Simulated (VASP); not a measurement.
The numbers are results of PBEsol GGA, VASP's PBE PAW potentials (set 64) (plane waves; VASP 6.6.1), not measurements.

A VASP calculation is set up with these files.

POSCAR:
```
V
1
   -1.4790983402     1.4790983402     1.4790983402
    1.4790983402    -1.4790983402     1.4790983402
    1.4790983402     1.4790983402    -1.4790983402
V
1
Direct
  1.0000000000   0.0000000000   0.0000000000
```

**INCAR**
```
! general
SYSTEM  = V
PREC    = Accurate
ENCUT   = 480
LREAL   = .FALSE.
LASPH   = .TRUE.   ! aspherical one-centre terms

! electronic loop
EDIFF   = 1E-6
NELM    = 100   ! most electronic steps
ALGO    = Normal   ! blocked Davidson
LMAXMIX = 4

! smearing
ISMEAR  = 1
SIGMA   = 0.1

! functional
GGA     = PS

! ions
IBRION  = 2   ! conjugate gradients
NSW     = 60   ! most ionic steps
ISIF    = 3   ! ions, shape and volume
EDIFFG  = -0.01

! output
LWAVE   = .FALSE.
LCHARG  = .FALSE.
```

### KPOINTS
```
Automatic mesh
0
gamma
16 16 16
0 0 0
```

POTCAR, in this order: V_sv (PBE.64 set). Program: vasp_std.

The resulting files:

### OSZICAR
```
       N       E                     dE             d eps       ncg     rms          rms(c)
DAV:   1     0.805775466093E+02    0.80578E+02   -0.70682E+03  2902   0.135E+03
DAV:   2    -0.973894983458E+01   -0.90316E+02   -0.88290E+02  2978   0.356E+02
DAV:   3    -0.111262785492E+02   -0.13873E+01   -0.13614E+01  3028   0.520E+01
DAV:   4    -0.111352672742E+02   -0.89887E-02   -0.89841E-02  2946   0.433E+00
DAV:   5    -0.111353612857E+02   -0.94011E-04   -0.94013E-04  3024   0.452E-01    0.205E+01
DAV:   6    -0.966328757668E+01    0.14721E+01   -0.57303E+00  2914   0.363E+01    0.214E+00
DAV:   7    -0.964016936047E+01    0.23118E-01   -0.26043E-02  2928   0.218E+00    0.106E+00
DAV:   8    -0.963066920118E+01    0.95002E-02   -0.74185E-03  2920   0.155E+00    0.109E-01
DAV:   9    -0.963069501012E+01   -0.25809E-04   -0.13159E-04  2930   0.188E-01    0.354E-02
DAV:  10    -0.963070192942E+01   -0.69193E-05   -0.96164E-06  2926   0.403E-02    0.160E-03
DAV:  11    -0.963070207072E+01   -0.14130E-06   -0.43193E-08  1454   0.354E-03
   1 F= -.96307021E+01 E0= -.96304550E+01  d E =-.963070E+01
```

### OUTCAR
```
------------------------ aborting loop because EDIFF is reached ----------------------------------------
  FORCE on cell =-STRESS in cart. coord.  units (eV):
  Direction    XX          YY          ZZ          XY          YZ          ZX
  --------------------------------------------------------------------------------------
  Total       -0.0062669     -0.0062669     -0.0062669      0.0000000      0.0000000     -0.0000000
  in kB       -0.7757291     -0.7757291     -0.7757291      0.0000000      0.0000000     -0.0000000
  external PRESSURE =      -0.7757291 kB  Pullay stress =       0.0000000 kB
  volume of cell :       12.94
      direct lattice vectors                 reciprocal lattice vectors
    -1.479098340  1.479098340  1.479098340     0.000000000  0.338043784  0.338043784
     1.479098340 -1.479098340  1.479098340     0.338043784  0.000000000  0.338043784
     1.479098340  1.479098340 -1.479098340     0.338043784  0.338043784  0.000000000
 POSITION                                       TOTAL-FORCE (eV/Angst)
 -----------------------------------------------------------------------------------
      0.00000      0.00000      0.00000        -0.000000     -0.000000      0.000000
 -----------------------------------------------------------------------------------
    total drift:                                0.000000     -0.000000      0.000000
  FREE ENERGIE OF THE ION-ELECTRON SYSTEM (eV)
  ---------------------------------------------------
  free  energy   TOTEN  =        -9.6307020707 eV

  energy  without entropy=       -9.6299609937  energy(sigma->0) =       -9.63045505

 reached required accuracy - stopping structural energy minimisation
```
(Selected blocks of OUTCAR.)

**OUTCAR**
```
 val. band max:       10.0631676928   @ k =  -0.4375   0.4375   0.1875

 cond. band min:      10.0765847985   @ k =   0.1250   0.0625  -0.0000


 Fermi energy:        10.0641885706

 k-point     1 :       0.0000    0.0000    0.0000
  band No.  band energies     occupation
      1     -53.3638      2.00000
      2     -26.6962      2.00000
      3     -26.6962      2.00000
      4     -26.6962      2.00000
      5       3.3838      2.00000
      6      10.4851     -0.00000
      7      10.4851     -0.00000
      8      10.4851     -0.00000
      9      12.5931      0.00000
     10      12.5931      0.00000

 k-point     2 :       0.0625    0.0000    0.0000
  band No.  band energies     occupation
      1     -53.3550      2.00000
      2     -26.7374      2.00000
      3     -26.7086      2.00000
      4     -26.6965      2.00000
      5       3.5480      2.00000
      6      10.4133     -0.00001
      7      10.4698     -0.00000
      8      10.6045     -0.00000
      9      12.5096      0.00000
     10      12.5976      0.00000

 k-point     3 :       0.1250    0.0000    0.0000
  band No.  band energies     occupation
      1     -53.3298      2.00000
      2     -26.8539      2.00000
      3     -26.7439      2.00000
      4     -26.6974      2.00000
      5       4.0222      2.00000
      6      10.2139     -0.05556
      7      10.3956     -0.00003
      8      10.9534     -0.00000
      9      12.3323      0.00000
     10      12.6146      0.00000

 k-point     4 :       0.1875    0.0000    0.0000
  band No.  band energies     occupation
      1     -53.2919      2.00000
      2     -27.0257      2.00000
      3     -26.7964      2.00000
      4     -26.6987      2.00000
      5       4.7446      2.00000
      6       9.9285      2.06647
      7      10.2221     -0.04810
      8      11.5030     -0.00000
      9      12.2193      0.00000
     10      12.6515      0.00000

 k-point     5 :       0.2500    0.0000    0.0000
...
```

The compound is V in the bcc structure. It was relaxed first, which changed the volume by -7 %. The start is the result of an earlier pass. The run is not spin-polarised, so no magnetic state was tried.
